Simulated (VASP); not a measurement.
Consider the following.

```
GeSi
1.0
    3.90313     0.00000     0.00000
   -1.95157     3.38021     0.00000
    0.00000     0.00000     6.44437
Si Ge
2 2
Direct
  0.66667   0.33333   0.87460
  0.33333   0.66667   0.37460
  0.66667   0.33333   0.50040
  0.33333   0.66667   0.00040
```

Level of theory: r2SCAN meta-GGA, VASP's PBE PAW potentials (set 64) (plane waves; VASP 6.6.1). Settings: 400 eV cut-off, 7×7×4 Γ-centred mesh, tetrahedra with Blöchl corrections, potentials Si Ge_d.

Q: What does the run give for the energy per atom (σ→0), band gap (over mesh and band path) with the smallest direct gap where there is one?

A: 
```
Item                                                     Value
---------------------------------------------  ---------------
band gap (over mesh and band path)                     0.66 eV
smallest direct gap (over mesh and band path)          0.77 eV
energy per atom (σ→0)                          -11.290 eV/atom
```

The structure comes from a computed database's SiGe entry (P6_3mc); how it stands against other phases isn't given here. It was relaxed first.
